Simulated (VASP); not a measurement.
```
CELL_PARAMETERS angstrom
      1.53886    -2.66539     0.00000
      1.53886     2.66539     0.00000
      0.00000     0.00000    15.10061
ATOMIC_POSITIONS crystal
  Si 0.00000 0.00000 0.99986
  Si 0.00000 0.00000 0.49986
  Si 0.66667 0.33333 0.83311
  Si 0.33333 0.66667 0.33311
  Si 0.66667 0.33333 0.16658
  Si 0.33333 0.66667 0.66658
  C  0.00000 0.00000 0.87449
  C  0.00000 0.00000 0.37449
  C  0.66667 0.33333 0.70805
  C  0.33333 0.66667 0.20805
  C  0.66667 0.33333 0.04160
  C  0.33333 0.66667 0.54160
```

Computed with r2SCAN meta-GGA, VASP's PBE PAW potentials (set 64) (plane waves; VASP). Settings: 520 eV cut-off, 9×9×2 Γ-centred mesh, tetrahedra with Blöchl corrections, potentials Si C.

The path is coarsely sampled, so an indirect gap can come out somewhat too large.

Question: Give the energies of bands 13 to 26 at the high-symmetry points, in eV from the valence-band maximum.

Answer: 
| band | Γ | M | K | A | L | H |
|---|---|---|---|---|---|---|
| 13 | -1.21 | -4.78 | -6.22 | -1.14 | -4.35 | -6.00 |
| 14 | -1.01 | -4.60 | -6.22 | -1.14 | -4.35 | -6.00 |
| 15 | -1.01 | -3.39 | -5.86 | -0.79 | -3.59 | -5.44 |
| 16 | -0.89 | -3.20 | -4.94 | -0.79 | -3.59 | -5.44 |
| 17 | -0.89 | -3.04 | -4.73 | -0.67 | -3.28 | -5.01 |
| 18 | -0.40 | -2.97 | -4.73 | -0.67 | -3.28 | -5.01 |
| 19 | -0.40 | -2.94 | -3.48 | -0.67 | -2.46 | -3.17 |
| 20 | -0.32 | -2.34 | -3.48 | -0.67 | -2.46 | -3.17 |
| 21 | -0.32 | -1.90 | -3.26 | -0.10 | -1.79 | -2.74 |
| 22 | -0.03 | -1.87 | -2.31 | -0.10 | -1.79 | -2.74 |
| 23 | 0.00 | -1.71 | -2.16 | -0.10 | -1.37 | -2.35 |
| 24 | 0.00 | -1.16 | -2.16 | -0.10 | -1.37 | -2.35 |
| 25 | 5.76 | 2.40 | 3.93 | 5.83 | 2.46 | 4.12 |
| 26 | 5.94 | 2.62 | 3.93 | 5.83 | 2.46 | 4.12 |

The gap is indirect, 2.40 eV, from the valence maximum at Γ to the conduction minimum at L-M at 0.60.

The compound is SiC in the 6h structure. It was relaxed first.
